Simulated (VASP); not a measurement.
Input:

```yaml
crystal:
  lattice:
    - [-1.62562, 1.62562, 1.62562]
    - [1.62562, -1.62562, 1.62562]
    - [1.62562, 1.62562, -1.62562]
  atoms:
    - { symbol: Ti, position: [0.00000, 0.00000, 0.00000] }
```

Method: r2SCAN meta-GGA, VASP's PBE PAW potentials (set 64) (plane waves; VASP). Numerical set-up: 400 eV cut-off, 18×18×18 Γ-centred mesh, tetrahedra with Blöchl corrections, potentials Ti_sv.

Task: Tabulate the total density of states (states/eV per cell) against energy (eV; zero at the valence-band maximum or, without a gap, the Fermi level).

Result: 
(E (eV), DOS (states/eV)): (-9.98, 0.00); (-9.86, 0.00); (-9.62, 0.00); (-9.50, 0.00); (-9.26, 0.00); (-9.14, 0.00); (-8.90, 0.00); (-8.78, 0.00); (-8.66, 0.00); (-8.42, 0.00); (-8.30, 0.00); (-8.06, 0.00); (-7.94, 0.00); (-7.82, 0.00); (-7.58, 0.00); (-7.46, 0.00); (-7.22, 0.00); (-7.10, 0.00); (-6.86, 0.00); (-6.74, 0.00); (-6.62, 0.00); (-6.38, 0.00); (-6.26, 0.01); (-6.02, 0.04); (-5.90, 0.05); (-5.78, 0.06); (-5.54, 0.08); (-5.42, 0.09); (-5.18, 0.10); (-5.06, 0.11); (-4.82, 0.13); (-4.70, 0.13); (-4.58, 0.14); (-4.34, 0.16); (-4.22, 0.17); (-3.98, 0.19); (-3.86, 0.21); (-3.74, 0.22); (-3.50, 0.25); (-3.38, 0.27); (-3.14, 0.32); (-3.02, 0.36); (-2.78, 0.47); (-2.66, 0.61); (-2.54, 0.75); (-2.30, 0.86); (-2.18, 0.97); (-1.94, 1.30); (-1.82, 1.45); (-1.70, 1.36); (-1.46, 0.86); (-1.34, 0.77); (-1.10, 0.66); (-0.98, 0.57); (-0.74, 0.96); (-0.62, 2.19); (-0.50, 2.04); (-0.26, 2.49); (-0.14, 2.32); (0.10, 2.12); (0.22, 2.43); (0.34, 2.09); (0.58, 1.44); (0.70, 1.27); (0.94, 0.97); (1.06, 0.71); (1.30, 0.31); (1.42, 0.34); (1.54, 0.40); (1.78, 0.58); (1.90, 0.69); (2.14, 1.28); (2.26, 1.42); (2.38, 1.56); (2.62, 2.19); (2.74, 2.30); (2.98, 2.59); (3.10, 2.42); (3.34, 4.92); (3.46, 2.84)
Within 2 eV below the Fermi level the largest weight inside VASP's projection spheres is Ti d.

The structure was generated: Ti was put into the bcc type (Im-3m), which need not be its known phase. It was relaxed first.
